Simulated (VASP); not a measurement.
Data:

```yaml
crystal:
  lattice:
    - [0.00000, 2.34620, 2.34620]
    - [2.34620, 0.00000, 2.34620]
    - [2.34620, 2.34620, 0.00000]
  atoms:
    - { symbol: Na, position: [0.00000, 0.00000, 0.00000] }
    - { symbol: H, position: [0.50000, 0.50000, 0.50000] }
```

Method: optB88-vdW, VASP's PBE PAW potentials (set 64) (plane waves; VASP). Numerical set-up: 520 eV cut-off, 10×10×10 Γ-centred mesh, Gaussian smearing of 0.050 eV, potentials Na_pv H.

Estimate the energy per atom (σ→0), pressure.

```json
{
 "energy per atom (σ→0)": "-1.548 eV/atom",
 "pressure": "16.1 kbar"
}
```

The absolute energy has meaning only against runs of the same code, potentials and settings.

The compound is NaH in the rock salt structure. This cell is one point of a volume scan, at 0.94 of the reference volume.
